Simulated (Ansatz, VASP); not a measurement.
# Ga2AsP in two plane-wave programs, part 2 of 2

One calculation is typed for both programs; each brings its own data sets. How far apart do they land? The structure shown is the start of the Ansatz relaxation below; VASP solves that cell, so the two are compared at the walk's first step.

VASP 6.6.1 and Ansatz 0.2.0.

So far. Step 3 (VASP: single point, PBEsol, start cell, pair 1): The run ends at a pressure of 2.35 GPa, with forces up to 0.027 eV/Å.

## 7. VASP: single point, PBEsol, start cell, pair 2

Level of this step: PBEsol; plane waves and PAW (Ga_d, P, As) (VASP).

The same cell, functional, mesh and smearing now go to VASP, with its own data sets.

Contents of INCAR:

```
SYSTEM = Ga2AsP
PREC = Accurate
ENCUT = 400
EDIFF = 1E-06
NELM = 120
ISMEAR = 0
SIGMA = 0.02
LREAL = .FALSE.
ALGO = Normal
GGA = PS
NBANDS = 24
LORBIT = 11
LWAVE = .FALSE.
LCHARG = .FALSE.
ISIF = 2
LASPH = .TRUE.
GGA_COMPAT = .FALSE.
EFERMI = MIDGAP
KPAR = 2
```

Contents of POSCAR:

```
Ga2AsP
1.0
    1.8576540000      1.0725170000      6.0706370000
   -1.8576540000      1.0725170000      6.0706370000
    0.0000000000     -2.1450340000      6.0706370000
Ga P As
2 1 1
Direct
    0.0024957293      0.0024957293      0.0024957293
    0.4974230327      0.4974230327      0.4974230327
    0.3748854253      0.3748854253      0.3748854253
    0.8751957991      0.8751957991      0.8751957991
```

Contents of KPOINTS:

```
Automatic mesh
0
Gamma
9 9 9
0 0 0
```

The projector-augmented-wave data sets are Ga_d, P and As (PBE family, release 64).

Started as:

```console
> mpirun -np 2 vasp_std
```

Numbers of over 12 decimals in the logs are rounded to 6 here.

What it wrote:

```text
[banner, memory and clock lines left out]
running    2 mpi-ranks, on    1 nodes
[...]
[... a notice as in an earlier step ...]

 LDA part: xc-table for (Slater+PW92), standard interpolation
 POSCAR, INCAR and KPOINTS ok, starting setup
[...]
entering main loop
       N       E                     dE             d eps       ncg     rms          rms(c)
DAV:   1     0.212572688769E+03    0.21257E+03   -0.15473E+04  4272   0.197E+03
DAV:   2     0.303450940948E+01   -0.20954E+03   -0.20372E+03  4472   0.412E+02
DAV:   3    -0.184123052199E+02   -0.21447E+02   -0.21222E+02  4936   0.111E+02
DAV:   4    -0.189576115388E+02   -0.54531E+00   -0.54493E+00  5152   0.197E+01
[...]
DAV:  11    -0.183445350218E+02   -0.57339E-04   -0.21207E-04  5584   0.123E-01    0.182E-02
DAV:  12    -0.183445287015E+02    0.63203E-05   -0.38212E-05  5296   0.794E-02    0.930E-03
DAV:  13    -0.183445294336E+02   -0.73206E-06   -0.58582E-06  4664   0.226E-02
   1 F= -.18344529E+02 E0= -.18344529E+02  d E =0.000000E+00
```

From OUTCAR (step 7):

```text
  Total        8.0901441      8.0901435      8.1060748      0.0000000      0.0000000      0.0000000
  in kB      178.6126905    178.6126782    178.9644054      0.0000000      0.0000000      0.0000000
  external PRESSURE =     178.7299247 kB  Pullay stress =       0.0000000 kB

 POSITION                                       TOTAL-FORCE (eV/Angst)
 -----------------------------------------------------------------------------------
      0.00000      0.00000      0.04545         0.000000     -0.000000      0.083829
      0.00000      0.00000      9.05902         0.000000     -0.000000     -0.092340
      0.00000      0.00000      6.82738         0.000000      0.000000     -0.145465
      0.00000      0.00000     15.93899         0.000000     -0.000000      0.153976
 -----------------------------------------------------------------------------------
    total drift:                                0.000000     -0.000005     -0.000028

  FREE ENERGIE OF THE ION-ELECTRON SYSTEM (eV)
  ---------------------------------------------------
  free  energy   TOTEN  =       -18.3445294336 eV

  energy  without entropy=      -18.3445294336  energy(sigma->0) =      -18.34452943

[... 1 part as in an earlier step ...]

[... 2 further parts left out ...]
[key lines of the parts left out:]
E-fermi :   6.5042
```

The run ends at a pressure of 17.87 GPa, with forces up to 0.15 eV/Å.

## 8. Side by side

What differs besides the data sets and the points named for the pairs above, as far as they apply: the data sets hold 46 valence electrons in Ansatz (on its default PAW (the set named soft_2) files) and 36 in VASP. Total energies have different zeros and are not compared.

Forces (eV/Å; atoms numbered as in POSCAR):

```csv
atom,"Ansatz x, y, z","VASP x, y, z"
Ga1,"0.000, 0.000, 0.055","0.000, 0.000, 0.084"
Ga2,"0.000, 0.000, -0.057","0.000, 0.000, -0.092"
P3,"0.000, 0.000, -0.152","0.000, 0.000, -0.145"
As4,"0.000, 0.000, 0.154","0.000, 0.000, 0.154"
```

The forces differ by 13 meV/Å r.m.s., which is 18.6 % of the r.m.s. force of 0.071 eV/Å (both taken over all components).

## 9. Other set-ups

Further runs change the set-up of one program: Ansatz's method, potentials or start, or VASP's data sets, cutoff or form of LDA. The table gives that difference for each run.

```csv
run,r.m.s. force difference (meV/Å)
as above,13
VASP with a cutoff of 500 eV (perhaps on Ansatz's relaxed cell),13
```

## 10. Ansatz: relaxation, PBEsol

The two programs are compared at the cell with which this relaxation starts, whose forces are those of its first step. The cell compared in this pair holds 76.84 Å³, against 72.57 Å³ for the pair before.

The structure compared here is the start of the Ansatz relaxation; VASP solves that cell, so the two are compared at the walk's first step.

Contents of input.yaml:

```yaml
crystal:
  lattice:
    - [1.8933867883, 1.0931472112, 6.18740842]
    - [-1.8933867883, 1.0931472112, 6.18740842]
    - [0.0, -2.1862949045, 6.1874083348]
  atoms:
    - { symbol: Ga, position: [0.0024957384, 0.0024957384, 0.0024957384] }
    - { symbol: Ga, position: [0.4974230348, 0.4974230348, 0.4974230348] }
    - { symbol: P, position: [0.3748854151, 0.3748854151, 0.3748854151] }
    - { symbol: As, position: [0.8751958116, 0.8751958116, 0.8751958116] }
kpoints:
  mp_grid: { grid: [9, 9, 9] }
hamiltonian:
  xc: pbesol
scf:
  occupations: { method: gaussian, width: 0.02 }
output:
  forces: true
  stress: true
  eigenvalues: true
relax:
  adjacent_minimum: "off"
  f_tol: 0.001
  max_steps: 60
  cell: { stress_tol: 0.02, fix: [volume] }
```

Started as:

```console
> ansatz run input.yaml --threads 4 --pin off --max-ram 8192MiB --backend cpu --events-out ev --progress --plain --runs-dir out
```

What it wrote:

```text
[...]
Crystal: 4 atoms, lattice volume = 76.838 Å³
Basis set: ecut = 420 eV, 1503 PW (Γ), FFT grids on a1−a3, a2−a3, a3, exchange–correlation on 54×54×90 points (8 copies of the dense FFT grid, shifted against one another)
Bands: 28, of which v1, the nominal top of the filled ones, is band 23 counted from 1 (22 counted from 0)
Symmetry: 6 space group operations
[...]
--- Relaxed structure (4 steps of the walk, 4 accepted, 1 SCFs on fresh bases) ---
[...]
cell:  # Å, volume = 76.8384 Å³
    - [1.893233, 1.093059, 6.188411]
    - [-1.893233, 1.093059, 6.188411]
    - [0, -2.186118, 6.188411]
  atoms:
    - { symbol: Ga, position: [0.00268082, 0.00268082, 0.00268082] }
    - { symbol: Ga, position: [0.497233, 0.497233, 0.497233] }
    - { symbol: P, position: [0.374566, 0.374566, 0.374566] }
    - { symbol: As, position: [0.875520, 0.875520, 0.875520] }
[key lines of the parts left out:]
SCF converged after 6 iterations
Free energy (F): -13040.629365 eV
Fermi energy:    9.695126 eV
P = ⅓ Tr σ = 10.2398 GPa (102.398 kbar)
```

## 11. VASP: single point, PBEsol, start cell, pair 3

The same cell, functional, mesh and smearing now go to VASP, with its own data sets.

INCAR is that of step 7.

Contents of POSCAR:

```
Ga2AsP
1.0
    1.8933870000      1.0931470000      6.1874080000
   -1.8933870000      1.0931470000      6.1874080000
    0.0000000000     -2.1862950000      6.1874080000
Ga P As
2 1 1
Direct
    0.0024957143      0.0024957143      0.0024957131
    0.4974231217      0.4974231217      0.4974228942
    0.3748854696      0.3748854696      0.3748852981
    0.8751960151      0.8751960151      0.8751956148
```

KPOINTS is that of step 7.

Started as:

```console
> mpirun -np 2 vasp_std
```

What it wrote:

```text
[... set-up lines as in an earlier step ...]
 entering main loop
       N       E                     dE             d eps       ncg     rms          rms(c)
DAV:   1     0.211105626029E+03    0.21111E+03   -0.15399E+04  4216   0.193E+03
DAV:   2     0.278703745156E+01   -0.20832E+03   -0.20231E+03  4448   0.406E+02
DAV:   3    -0.187232423761E+02   -0.21510E+02   -0.21290E+02  4992   0.111E+02
DAV:   4    -0.192757613985E+02   -0.55252E+00   -0.55206E+00  5200   0.198E+01
[...]
DAV:  12    -0.187188077465E+02    0.71070E-05   -0.44332E-05  5368   0.855E-02    0.962E-03
DAV:  13    -0.187188089710E+02   -0.12244E-05   -0.61365E-06  4576   0.224E-02    0.193E-03
DAV:  14    -0.187188090989E+02   -0.12793E-06   -0.47895E-07  3312   0.717E-03
   1 F= -.18718809E+02 E0= -.18718809E+02  d E =0.000000E+00
```

Parts of OUTCAR (step 11):

```text
  Total        4.8523926      4.8523912      4.8620824      0.0000000     -0.0000003      0.0000000
  in kB      101.1785420    101.1785122    101.3805865      0.0000000     -0.0000055      0.0000000
  external PRESSURE =     101.2458803 kB  Pullay stress =       0.0000000 kB

 POSITION                                       TOTAL-FORCE (eV/Angst)
 -----------------------------------------------------------------------------------
      0.00000      0.00000      0.04633         0.000000     -0.000000      0.053357
      0.00000     -0.00000      9.23328         0.000000      0.000000     -0.059098
      0.00000      0.00000      6.95871         0.000000      0.000000     -0.086207
      0.00000     -0.00000     16.24558         0.000000     -0.000000      0.091948
 -----------------------------------------------------------------------------------
    total drift:                               -0.000000     -0.000366      0.000278

  FREE ENERGIE OF THE ION-ELECTRON SYSTEM (eV)
  ---------------------------------------------------
  free  energy   TOTEN  =       -18.7188090989 eV

  energy  without entropy=      -18.7188090989  energy(sigma->0) =      -18.71880910

[... 1 part as in an earlier step ...]

[... 2 further parts left out ...]
[key lines of the parts left out:]
E-fermi :   5.9180
```

The run ends at a pressure of 10.12 GPa, with forces up to 0.092 eV/Å.

## 12. Differences

What differs besides the data sets and the points named for the pairs above, as far as they apply: the data sets hold 46 valence electrons in Ansatz (on its default PAW (the set named soft_2) files) and 36 in VASP. Total energies have different zeros and are not compared.

Forces (eV/Å; atoms numbered as in POSCAR):

```csv
atom,"Ansatz x, y, z","VASP x, y, z"
Ga1,"0.000, 0.000, 0.031","0.000, 0.000, 0.053"
Ga2,"0.000, 0.000, -0.032","0.000, 0.000, -0.059"
P3,"0.000, 0.000, -0.091","0.000, 0.000, -0.086"
As4,"0.000, 0.000, 0.092","0.000, 0.000, 0.092"
```

The forces differ by 10 meV/Å r.m.s., which is 23.4 % of the r.m.s. force of 0.043 eV/Å (both taken over all components).

## 13. What the set-up changes

Further runs change the set-up of one program: Ansatz's method, potentials or start, or VASP's data sets, cutoff or form of LDA. The table gives that difference for each run.

```csv
run,r.m.s. force difference (meV/Å)
as above,10
VASP with a cutoff of 500 eV (perhaps on Ansatz's relaxed cell),10.0
```

## 14. Outcome

| Item | Value |
| --- | --- |
| r.m.s. force difference (single point, PBEsol, start cell, pair 1) | 7.2 meV/Å |
| r.m.s. force difference (single point, PBEsol, start cell, pair 2) | 13 meV/Å |
| r.m.s. force difference (single point, PBEsol, start cell, pair 3) | 10 meV/Å |

What this shows: The r.m.s. force difference is 13 meV/Å (single point, PBEsol, start cell, pair 2), beyond the 12 meV/Å picked in this series as the mark of a large difference. The data sets hold unlike numbers of valence electrons (46 in Ansatz and 36 in VASP), so part of the differences comes from the potentials. 5 further runs of this series are not shown here. How closely two codes agree says nothing of how well the functional describes the real material.

[Lines on the potential files, build, host, timing and source positions are cut from VASP's logs without a mark.]

[Logs are printed without paths, hosts, clocks, repeated set-up lines and the standing remarks that a program may print on its own settings, such as how far it seeks lower states.]

[Hosts, paths, dates, database ids (printed as entryN), source tags and the programs' standing remarks are cut or masked in the printed files.]

[Rows of further runs with another cutoff or data set may stand on the cell that Ansatz relaxed, not on the start cell of the pair above them.]
